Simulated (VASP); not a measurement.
A convergence study with VASP on CdSe (zinc blende): one setting is varied, all else stays as given below, so the limit is that of these other settings. Each run relaxes cell and ions from the cell shown.

```
CELL_PARAMETERS angstrom
      0.00000     3.02500     3.02500
      3.02500     0.00000     3.02500
      3.02500     3.02500     0.00000
ATOMIC_POSITIONS crystal
  Cd 0.00000 0.00000 0.00000
  Se 0.25000 0.25000 0.25000
```

These are PBEsol GGA, VASP's PBE PAW potentials (set 64) (plane waves; VASP) values and carry that method's errors. The tightest run used: 550 eV cut-off, 12×12×12 Γ-centred mesh, Gaussian smearing of 0.050 eV, potentials Cd Se.

Gaps are read on the run's mesh, which can miss a band edge.

Question: The settings run are 2×2×2 mesh; 3×3×3 mesh; 4×4×4 mesh; 5×5×5 mesh; 6×6×6 mesh; 8×8×8 mesh; 9×9×9 mesh; 10×10×10 mesh; 11×11×11 mesh; 12×12×12 mesh. From which on does the relaxed volume stay within 0.05 Å³/atom of the tightest run?

Answer: From 5×5×5 mesh on: it is off by 0.030 there and by no more than 0.05 in any finer run, while 4×4×4 mesh is off by 0.117.
```csv
setting,relaxed volume (Å³/atom),E (eV/atom),gap on the mesh (eV),irreducible k-points,difference judged (Å³/atom)
2×2×2 mesh,30.534,-2.5239,0.132,3,2.243
3×3×3 mesh,28.759,-2.9799,0.387,4,0.468
4×4×4 mesh,28.408,-3.0623,0.446,8,0.117
5×5×5 mesh,28.322,-3.0812,0.463,10,0.030
6×6×6 mesh,28.299,-3.0863,0.469,16,0.008
8×8×8 mesh,28.291,-3.0886,0.471,29,0.000
9×9×9 mesh,28.291,-3.0888,0.472,35,0.000
10×10×10 mesh,28.291,-3.0889,0.472,47,0.000
11×11×11 mesh,28.291,-3.0890,0.472,56,0.000
12×12×12 mesh,28.291,-3.0890,0.472,72,0.000
```

Left out are rungs that failed or repeat a setting and relaxations that didn't move; long series are thinned to 24 rows.

The compound is CdSe in the zinc blende structure, whereas wurtzite is the usual form.
